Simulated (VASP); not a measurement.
# Ga4Sb3P (P-43m) in VASP: settings compared

The runs below take Ga4Sb3P through single point, with PBE, PBEsol.

Everything below comes from runs of VASP 6.6.1. Logs are shortened: lines on timing, memory, paths and dates and some standing lists are left out, and cuts for length are marked.

### 1 Starting point

It takes space group P-43m (No. 215, cubic). Conventional cell: a = 5.941 Å, b = 5.941 Å, c = 5.941 Å, α = 90.00°, β = 90.00°, γ = 90.00°. Ga (site symmetry 3m) has 1 P at 2.43 Å and 3 Sb at 2.62 Å as nearest neighbours. P (site symmetry -43m) is surrounded by 4 Ga at 2.43 Å. Sb (site symmetry -42m) is surrounded by 4 Ga at 2.62 Å.

The cell was built by a generator and needn't be a form met in nature.

### 2 Single point, PBE

File INCAR:

```
SYSTEM = Ga4Sb3P
ALGO     = Fast           ! electronic algorithm
EDIFF    = 1E-7           ! SCF threshold, eV
ENCUT    = 520            ! plane-wave cutoff, eV
GGA      = PE             ! functional
ISIF     = 2              ! what is computed and relaxed
ISMEAR   = 0              ! smearing method
LASPH    = .TRUE.         ! aspherical terms in the spheres
LCHARG   = .TRUE.         ! write CHGCAR
LELF     = .TRUE.         ! ELF
LREAL    = Auto         
LVHAR    = .TRUE.       
LWAVE    = .FALSE.        ! write WAVECAR
NBANDS   = 86             ! bands
NELM     = 80             ! most SCF steps
PREC     = Accurate       ! precision mode
SIGMA    = 0.01           ! smearing width, eV
```

File KPOINTS:

```
k-points
0
G
  4 4 4
  0 0 0
```

File POSCAR:

```
Ga4Sb3P
1.0
    0.0000000000      5.9408455175      5.9408455175
    5.9408455175      0.0000000000      5.9408455175
    5.9408455175      5.9408455175      0.0000000000
Ga P Sb
8 2 6
Direct
    0.0070147863      0.0070147863      0.0070147863
    0.0070147863      0.0070147863      0.4789556411
    0.0070147863      0.4789556411      0.0070147863
   -0.0210443589      0.5070147863      0.5070147863
    0.4789556411      0.0070147863      0.0070147863
    0.5070147863     -0.0210443589      0.5070147863
    0.5070147863      0.5070147863     -0.0210443589
    0.5070147863      0.5070147863      0.5070147863
    0.1250000000      0.1250000000      0.1250000000
    0.6250000000      0.6250000000      0.6250000000
    0.1250000000      0.1250000000      0.6250000000
    0.1250000000      0.6250000000      0.1250000000
    0.1250000000      0.6250000000      0.6250000000
    0.6250000000      0.1250000000      0.1250000000
    0.6250000000      0.1250000000      0.6250000000
    0.6250000000      0.6250000000      0.1250000000
```

Potentials or basis: VASP PAW PBE potentials, release 64 (Ga_d, P, Sb).

Command:

```console
cat potpaw_PBE.64/Ga_d/POTCAR potpaw_PBE.64/P/POTCAR potpaw_PBE.64/Sb/POTCAR > POTCAR
mpirun -np 1 vasp_std > vasp.out
```

OUTCAR:

```text
SYSTEM = Ga4Sb3P
   EDIFF = 1E-7
   ENCUT = 520
   GGA = PE
   ISIF = 2
   ISMEAR = 0
   LASPH = .TRUE.
   LREAL = Auto
   NELM = 80
   PREC = Accurate

 ion  position               nearest neighbor table
   1  0.007  0.007  0.007-   9 2.43  11 2.62  12 2.62  14 2.62
   2  0.007  0.007  0.479-   9 2.43  13 2.62  15 2.62  11 2.62
   3  0.007  0.479  0.007-   9 2.43  13 2.62  16 2.62  12 2.62
   4  0.979  0.507  0.507-  10 2.43  11 2.62  12 2.62  13 2.62
   5  0.479  0.007  0.007-   9 2.43  15 2.62  16 2.62  14 2.62
   6  0.507  0.979  0.507-  10 2.43  11 2.62  14 2.62  15 2.62
[... 8 lines left out ...]
  15  0.625  0.125  0.625-   8 2.62   5 2.62   2 2.62   6 2.62
  16  0.625  0.625  0.125-   8 2.62   5 2.62   3 2.62   7 2.62

  LATTYP: Found a face centered cubic cell.
 ALAT       =    11.8816910350

  Lattice vectors:

 A1 = (   0.0000000000,   5.9408455175,   5.9408455175)
 A2 = (   5.9408455175,   0.0000000000,   5.9408455175)
 A3 = (   5.9408455175,   5.9408455175,   0.0000000000)

Analysis of symmetry for initial positions (statically):
=====================================================================
 Subroutine PRICEL returns following result:

  LATTYP: Found a simple cubic cell.
 ALAT       =     5.9408455175

  Lattice vectors:

 A1 = (  -5.9408455175,   0.0000000000,   0.0000000000)
 A2 = (   0.0000000000,   0.0000000000,   5.9408455175)
 A3 = (   0.0000000000,   5.9408455175,   0.0000000000)

   2 primitive cells build up your supercell.

 Routine SETGRP: Setting up the symmetry group for a
 face centered cubic supercell.

 Subroutine GETGRP returns: Found 24 space group operations
 (whereof  6 operations were pure point group operations)
 out of a pool of 48 trial point group operations.

The static configuration has the point symmetry C_3v.
 The point group associated with its full space group is T_d .

Analysis of symmetry for dynamics (positions and initial velocities):
=====================================================================
 Subroutine PRICEL returns following result:

  LATTYP: Found a simple cubic cell.
 ALAT       =     5.9408455175

  Lattice vectors:

 A1 = (  -5.9408455175,   0.0000000000,   0.0000000000)
 A2 = (   0.0000000000,   0.0000000000,   5.9408455175)
 A3 = (   0.0000000000,   5.9408455175,   0.0000000000)

   2 primitive cells build up your supercell.

 Routine SETGRP: Setting up the symmetry group for a
 face centered cubic supercell.

 Subroutine GETGRP returns: Found 24 space group operations
[... 106 lines left out ...]
   ISYM   =      2    0-nonsym 1-usesym 2-fastsym
   POTIM  = 0.5000    time-step for ionic-motion
   TEBEG  =    0.0;   TEEND  =   0.0 temperature during run
   PSTRESS=    0.0 pullay stress
   NELECT =     144.0000    total number of electrons
   NUPDOWN=      -1.0000    fix difference up-down
   EMIN   =  10.00;   EMAX   =-10.00  energy-range for DOS
   EFERMI =   0.00;   METHOD = LEGACY
   ISMEAR =     0;   SIGMA  =   0.01  broadening in eV -4-tet -1-fermi 0-gaus
   EFERMI_NEDOS =   21; number of points for ismear=-14 and -15
   IALGO  =     68    algorithm
   IMIX   =      4    mixing-type and parameters
     AMIX     =   0.40;   BMIX     =  1.00
     AMIX_MAG =   1.60;   BMIX_MAG =  1.00
  volume/ion in A,a.u.               =      26.21       176.87
  Fermi-wavevector in a.u.,A,eV,Ry     =   1.146403  2.166388 17.881326  1.314240
  Thomas-Fermi vector in A             =   2.283088
   LORBIT       =      0    0 simple, 1 ext, 2 COOP (PROOUT), +10 PAW based schemes
   GGA     = PE    functional components
   LHFCALC =     F    Hartree Fock is set to
   AEXX    =    0.0000 exact exchange contribution
   IVDW    =     0    specifies the selected vdW correction
   LEPSILON=     F    determine dielectric tensor
   LRPA    =     F    only Hartree local field effects (RPA)
 non-spin polarized calculation
 RMM-DIIS sequential band-by-band and
 Gauss-broadening in eV      SIGMA  =   0.01
  energy-cutoff  :      520.00
  volume of cell :      419.35
 maximum number of plane-waves:     11320
 NGX is ok and might be reduce to    64
   NGX = 31   NGY = 31   NGZ = 31

 number of electron     144.0000060 magnetization

 Free energy of the ion-electron system (eV)
  ---------------------------------------------------
  ext. energy  EPLUGINS =         0.00000000
  ---------------------------------------------------
  free energy    TOTEN  =       -61.47921235 eV

  energy without entropy =      -61.47897132  energy(sigma->0) =      -61.47909183

 E-fermi :   5.0241     XC(G=0):  -9.2999

 val. band max:        5.0211028899   @ k =   0.0000   0.0000   0.0000
 cond. band min:       5.1633337025   @ k =   0.0000   0.0000   0.0000
 fundamental gap:      0.1422308126
 Fermi energy:         5.0241481101

 k-point     1 :       0.0000    0.0000    0.0000
  band No.  band energies     occupation
      1     -10.1075      2.00000
      2     -10.0953      2.00000
      3     -10.0832      2.00000
      4     -10.0832      2.00000
      5     -10.0607      2.00000
      6     -10.0607      2.00000
[... 685 lines left out ...]
     83       8.4493      0.00000
     84       8.4497      0.00000
 [bands above 84 left out]

------------------------ aborting loop because EDIFF is reached ----------------------------------------

  FORCE on cell =-STRESS in cart. coord.  units (eV):
  Direction    XX          YY          ZZ          XY          YZ          ZX
  --------------------------------------------------------------------------------------
  -------------------------------------------------------------------------------------
  Total        7.1712520      7.1712520      7.1712520     -0.0000000      0.0000000      0.0000000
  in kB       27.3987527     27.3987527     27.3987527     -0.0000000      0.0000000      0.0000000
  external PRESSURE =      27.3987527 kB  Pullay stress =       0.0000000 kB

 VOLUME and BASIS-vectors are now :
 -----------------------------------------------------------------------------
  energy-cutoff  :      520.00
  volume of cell :      419.35
      direct lattice vectors                 reciprocal lattice vectors
     0.000000000  5.940845517  5.940845517    -0.084163104  0.084163104  0.084163104
     5.940845517  0.000000000  5.940845517     0.084163104 -0.084163104  0.084163104
     5.940845517  5.940845517  0.000000000     0.084163104  0.084163104 -0.084163104

 POSITION                                       TOTAL-FORCE (eV/Angst)
 -----------------------------------------------------------------------------------
      0.08335      0.08335      0.08335         0.020972      0.020972      0.020972
      2.88708      2.88708      0.08335        -0.020972     -0.020972      0.020972
      2.88708      0.08335      2.88708        -0.020972      0.020972     -0.020972
      6.02419      8.82792      8.82792         0.020972     -0.020972     -0.020972
      0.08335      2.88708      2.88708         0.020972     -0.020972     -0.020972
      8.82792      6.02419      8.82792        -0.020972      0.020972     -0.020972
[... 8 lines left out ...]
      4.45563      7.42606      4.45563        -0.000000     -0.000000     -0.000000
      4.45563      4.45563      7.42606        -0.000000     -0.000000     -0.000000
 -----------------------------------------------------------------------------------
    total drift:                                0.000013      0.000013      0.000013

  FREE ENERGIE OF THE ION-ELECTRON SYSTEM (eV)
  ---------------------------------------------------
  free  energy   TOTEN  =       -61.4792123522 eV

  energy  without entropy=      -61.4789713171  energy(sigma->0) =      -61.47909183
```

Wall time 16 min (1 thread of Intel Xeon Platinum 8259CL at 2.50GHz (Skylake/Cascade Lake), shared host); peak memory 0.68 GiB.

Results:

```yaml
Free_energy: -61.4792 eV
Pressure: 2.7 GPa
Largest_force: 0.036 eV/Å
Band_gap_on_the_k_mesh: none (metal or under the smearing width)
```

Forces in eV/Å, atoms in the order of the input:
```
Ga   0.021  0.021  0.021
Ga  -0.021 -0.021  0.021
Ga  -0.021  0.021 -0.021
Ga   0.021 -0.021 -0.021
Ga   0.021 -0.021 -0.021
Ga  -0.021  0.021 -0.021
Ga  -0.021 -0.021  0.021
Ga   0.021  0.021  0.021
P    0.000  0.000  0.000
P    0.000  0.000  0.000
Sb   0.000  0.000  0.000
Sb   0.000  0.000  0.000
Sb   0.000  0.000  0.000
Sb   0.000  0.000  0.000
Sb   0.000  0.000  0.000
Sb   0.000  0.000  0.000
```

### 3 Single point, PBEsol

File INCAR:

```
SYSTEM = Ga4Sb3P
PREC = Accurate ; ENCUT = 520
EDIFF = 1E-6 ; ISMEAR = 0
SIGMA = 0.01 ; LREAL = Auto
LASPH = .True. ; NELM = 100
ALGO = Fast ; ISIF = 2
LWAVE = .False. ; LCHARG = .False.
GGA = PS ; NBANDS = 86
```

File KPOINTS:

```
Automatic mesh
0
Gamma
  4 4 4
  0 0 0
```

POSCAR is that of step 2.

Potentials or basis: VASP PAW PBE potentials, release 64 (Ga_d, P, Sb).

Command:

```console
cat potpaw_PBE.64/Ga_d/POTCAR potpaw_PBE.64/P/POTCAR potpaw_PBE.64/Sb/POTCAR > POTCAR
mpirun -np 1 vasp_std > vasp.out
```

It took 5.9 min on 1 thread of Intel Xeon Platinum 8488C (Sapphire Rapids), shared host; peak memory 0.66 GiB.

It converged, with:

```
Free energy            : -67.9634 eV
Pressure               : 0.0 GPa
Largest force          : 0.011 eV/Å
Band gap on the k mesh : none (metal or under the smearing width)
```

Forces in eV/Å, atoms in the order of the input:
```
Ga   0.006  0.006  0.006
Ga  -0.006 -0.006  0.006
Ga  -0.006  0.006 -0.006
Ga   0.006 -0.006 -0.006
Ga   0.006 -0.006 -0.006
Ga  -0.006  0.006 -0.006
Ga  -0.006 -0.006  0.006
Ga   0.006  0.006  0.006
P    0.000  0.000  0.000
P    0.000  0.000  0.000
Sb   0.000  0.000  0.000
Sb   0.000  0.000  0.000
Sb   0.000  0.000  0.000
Sb   0.000  0.000  0.000
Sb   0.000  0.000  0.000
Sb   0.000  0.000  0.000
```

Levels at points of the mesh, in eV from the Fermi level:
| k point | band 68 | band 69 | band 70 | band 71 | band 72 | band 73 | band 74 | band 75 | band 76 | band 77 |
| --- | --- | --- | --- | --- | --- | --- | --- | --- | --- | --- |
| (0.00, 0.00, 0.00) | -0.71 | -0.71 | -0.09 | 0.00 | 0.00 | 0.00 | 0.09 | 0.71 | 0.71 | 0.71 |
| (0.50, 0.00, 0.00) | -1.92 | -0.66 | -0.66 | -0.66 | -0.66 | 0.74 | 0.74 | 1.57 | 1.57 | 1.57 |
| (0.50, 0.50, 0.00) | -1.67 | -1.43 | -1.43 | -1.14 | -0.77 | 1.06 | 1.45 | 1.69 | 1.75 | 2.45 |

Caveat: the PAW data sets were made with another functional, which shifts forces and pressure a little. The run has no spin-orbit coupling, so splittings on Sb are missing.
